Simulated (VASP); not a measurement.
A run of VASP 6.6.1 is set up as follows.

POSCAR

```
Co3SbS4
1.0
    0.0000000000      5.2820230260      0.0000000000
    5.2820230260      0.0000000000      0.0000000000
    2.6410115130      2.6410115130     -4.9789132334
Co Sb S
3 1 4
Direct
    0.5000000000      0.5000000000      0.0000000000
    0.7500000000      0.2500000000      0.5000000000
    0.2500000000      0.7500000000      0.5000000000
    0.0000000000      0.0000000000      0.0000000000
    0.4353552179      0.4353552179      0.7084908959
    0.5646447821      0.1438461138      0.2915091041
    0.8561538862      0.8561538862      0.7084908959
    0.1438461138      0.5646447821      0.2915091041
```

INCAR.step1

```
SYSTEM = Co3SbS4
PREC = Accurate
ENCUT = 520
ISMEAR = 1
SIGMA = 0.1363
LREAL = .False.
LASPH = .True.
NELM = 100
NBANDS = 38
GGA = PE
ALGO = Normal
EDIFF = 1E-4
LWAVE = .True.
LCHARG = .False.
```

INCAR.step2

```
SYSTEM = Co3SbS4
PREC = Accurate
ENCUT = 520
EDIFF = 1E-6
ISMEAR = 1
SIGMA = 0.1363
LREAL = .False.
LASPH = .True.
NELM = 100
ALGO = Normal
ISIF = 2
LWAVE = .False.
LCHARG = .False.
METAGGA = R2SCAN
LMIXTAU = .True.
NBANDS = 38
ISTART = 1
```

File KPOINTS:

```
Automatic mesh
0
Gamma
  4 4 4
  0 0 0
```

Potentials or basis: VASP PAW PBE potentials, release 64 (Co, Sb, S).

Command:

```console
$ cat potpaw_PBE.64/Co/POTCAR potpaw_PBE.64/Sb/POTCAR potpaw_PBE.64/S/POTCAR > POTCAR
$ cp INCAR.step1 INCAR
$ mpirun -np 1 vasp_std > vasp.out
$ cp INCAR.step2 INCAR
$ mpirun -np 1 vasp_std > vasp.out
```

**Question.** Predict the band gap on the k mesh.

**Answer.** None (metal or under the smearing width).

**Question.** What does it give for the largest force?

**Answer.** 0.011 eV/Å.

Forces on the atoms (eV/Å):
```
Co   0.000  0.000  0.000
Co   0.000  0.000  0.000
Co   0.000  0.000  0.000
Sb   0.000  0.000  0.000
S   -0.007 -0.007  0.002
S   -0.007  0.007 -0.002
S    0.007  0.007  0.002
S    0.007 -0.007 -0.002
```

Caveat: the PAW data sets were made with another functional, which shifts forces and pressure a little; the run has no spin polarisation, though such a crystal can be magnetic. The run has no spin-orbit coupling, so splittings on Sb are missing.
